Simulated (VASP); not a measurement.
OSZICAR of a VASP run on Zr (hcp):

File OSZICAR:
```
       N       E                     dE             d eps       ncg     rms          rms(c)
DAV:   1     0.214668291386E+03    0.21467E+03   -0.13597E+04  3072   0.148E+03
DAV:   2    -0.462596242943E+01   -0.21929E+03   -0.21734E+03  3776   0.419E+02
DAV:   3    -0.188240895286E+02   -0.14198E+02   -0.14029E+02  5848   0.796E+01
DAV:   4    -0.190440889785E+02   -0.22000E+00   -0.21985E+00  3344   0.113E+01
DAV:   5    -0.190496021116E+02   -0.55131E-02   -0.55125E-02  4864   0.122E+00    0.193E+01
DAV:   6    -0.185584773115E+02    0.49112E+00   -0.75582E-01  3264   0.791E+00    0.828E+00
DAV:   7    -0.184719290740E+02    0.86548E-01   -0.54102E-01  4536   0.567E+00    0.111E+00
DAV:   8    -0.184768024704E+02   -0.48734E-02   -0.42990E-02  3960   0.188E+00    0.206E-01
DAV:   9    -0.184768398690E+02   -0.37399E-04   -0.92437E-04  3656   0.328E-01    0.490E-02
DAV:  10    -0.184768183589E+02    0.21510E-04   -0.36470E-05  4352   0.657E-02    0.209E-02
DAV:  11    -0.184768183324E+02    0.26472E-07   -0.77600E-06  3408   0.365E-02
   1 F= -.13481048E+02 E0= -.13481232E+02  d E =-.134810E+02
       N       E                     dE             d eps       ncg     rms          rms(c)
DAV:   1    -0.246610071911E+02   -0.61842E+01   -0.23172E+02  3584   0.161E+02    0.385E+01
DAV:   2    -0.181835665962E+02    0.64774E+01   -0.16059E+01  3152   0.406E+01    0.830E+00
DAV:   3    -0.171274808524E+02    0.10561E+01   -0.65995E+00  4504   0.205E+01    0.680E+00
DAV:   4    -0.173217037324E+02   -0.19422E+00   -0.60752E-01  4184   0.360E+00    0.266E+00
DAV:   5    -0.174467193174E+02   -0.12502E+00   -0.55524E-01  4520   0.433E+00    0.766E-01
DAV:   6    -0.174427094372E+02    0.40099E-02   -0.18588E-02  4520   0.111E+00    0.276E-01
DAV:   7    -0.174431414728E+02   -0.43204E-03   -0.17518E-03  4104   0.417E-01    0.378E-02
DAV:   8    -0.174431156915E+02    0.25781E-04   -0.46071E-05  3648   0.705E-02    0.126E-02
DAV:   9    -0.174431321745E+02   -0.16483E-04   -0.25545E-05  4504   0.353E-02    0.172E-03
DAV:  10    -0.174431322747E+02   -0.10021E-06   -0.59653E-07  2120   0.653E-03
   2 F= -.13291544E+02 E0= -.13291345E+02  d E =0.189504E+00
       N       E                     dE             d eps       ncg     rms          rms(c)
DAV:   1    -0.206887553496E+02   -0.32456E+01   -0.90400E+01  3424   0.106E+02    0.181E+01
DAV:   2    -0.187483061016E+02    0.19404E+01   -0.95637E+00  3888   0.296E+01    0.692E+00
DAV:   3    -0.180975253439E+02    0.65078E+00   -0.36742E+00  4568   0.156E+01    0.343E+00
DAV:   4    -0.181750969408E+02   -0.77572E-01   -0.29093E-01  3736   0.337E+00    0.145E+00
DAV:   5    -0.182420655202E+02   -0.66969E-01   -0.15610E-01  5000   0.244E+00    0.733E-01
DAV:   6    -0.182457699438E+02   -0.37044E-02   -0.74965E-03  3656   0.746E-01    0.915E-02
DAV:   7    -0.182460288457E+02   -0.25890E-03   -0.50223E-04  4328   0.142E-01    0.592E-02
DAV:   8    -0.182461085069E+02   -0.79661E-04   -0.81746E-05  4208   0.796E-02    0.785E-03
DAV:   9    -0.182461100196E+02   -0.15127E-05   -0.27822E-06  2832   0.139E-02    0.285E-03
DAV:  10    -0.182461102394E+02   -0.21974E-06   -0.50669E-07  1888   0.641E-03
   3 F= -.13564719E+02 E0= -.13564635E+02  d E =-.836717E-01
       N       E                     dE             d eps       ncg     rms          rms(c)
DAV:   1    -0.182385088665E+02    0.76012E-02   -0.20448E-02  3608   0.156E+00    0.299E-01
DAV:   2    -0.182380005899E+02    0.50828E-03   -0.18538E-03  3640   0.425E-01    0.870E-02
DAV:   3    -0.182378798413E+02    0.12075E-03   -0.65627E-04  4600   0.207E-01    0.529E-02
DAV:   4    -0.182378977018E+02   -0.17861E-04   -0.62521E-05  3736   0.374E-02    0.216E-02
DAV:   5    -0.182379109003E+02   -0.13198E-04   -0.47139E-05  4656   0.416E-02    0.901E-03
DAV:   6    -0.182379109675E+02   -0.67294E-07   -0.17636E-06  2312   0.120E-02
   4 F= -.13564789E+02 E0= -.13564699E+02  d E =-.837413E-01
       N       E                     dE             d eps       ncg     rms          rms(c)
DAV:   1    -0.182319207070E+02    0.59902E-02   -0.11924E-02  3608   0.119E+00    0.228E-01
DAV:   2    -0.182316274702E+02    0.29324E-03   -0.10718E-03  3640   0.324E-01    0.658E-02
DAV:   3    -0.182315584442E+02    0.69026E-04   -0.38151E-04  4584   0.157E-01    0.404E-02
DAV:   4    -0.182315690489E+02   -0.10605E-04   -0.36629E-05  3648   0.285E-02    0.166E-02
DAV:   5    -0.182315770586E+02   -0.80097E-05   -0.28074E-05  4616   0.324E-02    0.704E-03
DAV:   6    -0.182315770939E+02   -0.35277E-07   -0.10405E-06  2008   0.943E-03
   5 F= -.13564762E+02 E0= -.13564668E+02  d E =-.837145E-01
       N       E                     dE             d eps       ncg     rms          rms(c)
DAV:   1    -0.182359133658E+02   -0.43363E-02   -0.38518E-01  3096   0.588E+00    0.456E-01
DAV:   2    -0.182308807294E+02    0.50326E-02   -0.12155E-02  3568   0.899E-01    0.207E-01
DAV:   3    -0.182294744881E+02    0.14062E-02   -0.53086E-03  4008   0.540E-01    0.400E-02
DAV:   4    -0.182294841095E+02   -0.96214E-05   -0.87073E-05  3800   0.907E-02    0.185E-02
DAV:   5    -0.182294851527E+02   -0.10432E-05   -0.72799E-06  3696   0.211E-02    0.460E-03
DAV:   6    -0.182294851446E+02    0.81263E-08   -0.20449E-07  1840   0.516E-03
   6 F= -.13566038E+02 E0= -.13565804E+02  d E =-.127612E-02
       N       E                     dE             d eps       ncg     rms          rms(c)
DAV:   1    -0.182317499842E+02   -0.22648E-02   -0.27856E-01  3096   0.500E+00    0.390E-01
DAV:   2    -0.182280901116E+02    0.36599E-02   -0.88704E-03  3584   0.766E-01    0.176E-01
DAV:   3    -0.182270738104E+02    0.10163E-02   -0.38727E-03  4008   0.458E-01    0.340E-02
DAV:   4    -0.182270807811E+02   -0.69707E-05   -0.63657E-05  3824   0.768E-02    0.158E-02
DAV:   5    -0.182270815758E+02   -0.79466E-06   -0.53283E-06  3472   0.177E-02
   7 F= -.13566621E+02 E0= -.13566233E+02  d E =-.185922E-02
       N       E                     dE             d eps       ncg     rms          rms(c)
DAV:   1    -0.182396221109E+02   -0.12541E-01   -0.11165E+00  3096   0.100E+01    0.784E-01
DAV:   2    -0.182248476374E+02    0.14774E-01   -0.36518E-02  3560   0.152E+00    0.350E-01
DAV:   3    -0.182208625011E+02    0.39851E-02   -0.15365E-02  4016   0.900E-01    0.653E-02
DAV:   4    -0.182208905839E+02   -0.28083E-04   -0.25115E-04  3928   0.150E-01    0.314E-02
DAV:   5    -0.182208942780E+02   -0.36941E-05   -0.20864E-05  4216   0.330E-02    0.813E-03
DAV:   6    -0.182208942181E+02    0.59852E-07   -0.28008E-07  1936   0.571E-03
   8 F= -.13566751E+02 E0= -.13565925E+02  d E =-.198874E-02
```

### Question
Which electronic solver shows in the log?

### Answer
It is blocked Davidson (ALGO = Normal, or the opening steps of other solvers). The INCAR had ALGO = Normal.

### Question
Can the final energy be trusted as converged?

### Answer
The calculation finished and met its thresholds. It stopped with EDIFF = 1E-6, NELM = 100, NSW = 40 and EDIFFG = -0.02 after 8 ionic steps (LDA (Ceperley-Alder, Perdew-Zunger), plane waves, VASP's LDA PAW potentials (set 64)). Energy and stress use the plane-wave basis of the starting cell.

The compound is Zr in the hcp structure. This run relaxes it under an external pressure of 20 GPa. Symmetry was kept, so distortions that lower it aren't found.
